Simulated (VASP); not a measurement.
A run of VASP 6.6.1 is set up as follows.

File INCAR:

```
  ALGO = Normal
  EDIFF = 1E-5
  ENCUT = 350
  GGA = PS
  ISIF = 2
  ISMEAR = 0
  KPAR = 2
  LASPH = T
  LCHARG = F
  LDAU = T
  LDAUJ = 0 0
  LDAUL = 2 -1
  LDAUPRINT = 1
  LDAUTYPE = 2
  LDAUU = 5 0
  LMAXMIX = 4
  LORBIT = 11
  LREAL = Auto
  LWAVE = F
  NBANDS = 184
  NELM = 120
  PREC = Accurate
  SIGMA = 0.03
```

File KPOINTS:

```
k-points
0
Gamma
  2 2 2
```

Contents of POSCAR:

```
CuGe23
1.0
    0.0000000000      8.4863100000      8.4863100000
    5.6575400000      0.0000000000      5.6575400000
    5.6575400000      5.6575400000      0.0000000000
Cu Ge
1 23
Direct
    0.0000000000      0.0000000000      0.0000000000
    0.0000000000      0.0000000000      0.5000000000
    0.0000000000      0.5000000000      0.0000000000
    0.0000000000      0.5000000000      0.5000000000
    0.3333330000      0.0000000000      0.0000000000
    0.3333330000      0.0000000000      0.5000000000
    0.3333330000      0.5000000000      0.0000000000
    0.3333330000      0.5000000000      0.5000000000
    0.6666670000      0.0000000000      0.0000000000
    0.6666670000      0.0000000000      0.5000000000
    0.6666670000      0.5000000000      0.0000000000
    0.6666670000      0.5000000000      0.5000000000
    0.0833333333      0.1250000000      0.1250000000
    0.0833333333      0.1250000000      0.6250000000
    0.0833333333      0.6250000000      0.1250000000
    0.0833333333      0.6250000000      0.6250000000
    0.4166663333      0.1250000000      0.1250000000
    0.4166663333      0.1250000000      0.6250000000
    0.4166663333      0.6250000000      0.1250000000
    0.4166663333      0.6250000000      0.6250000000
    0.7500003333      0.1250000000      0.1250000000
    0.7500003333      0.1250000000      0.6250000000
    0.7500003333      0.6250000000      0.1250000000
    0.7500003333      0.6250000000      0.6250000000
```

Potentials or basis: VASP PAW PBE potentials, release 64 (Cu, Ge_d).

Launch:

```console
$ cat potpaw_PBE.64/Cu/POTCAR potpaw_PBE.64/Ge_d/POTCAR > POTCAR
$ mpirun -np 4 vasp_std > vasp.out
```

(1) Predict the largest force.

(2) What does it give for the band gap on the k mesh?

Answers

(1) 0.728 eV/Å.

(2) none (metal or under the smearing width).

Caveat: the k mesh is coarse (spacing up to 0.48 Å⁻¹), so the values aren't converged; the PAW data sets were made with another functional, which shifts forces and pressure a little; U without spin polarisation on a metal has little footing; the U is typed as a test and isn't derived for this compound.
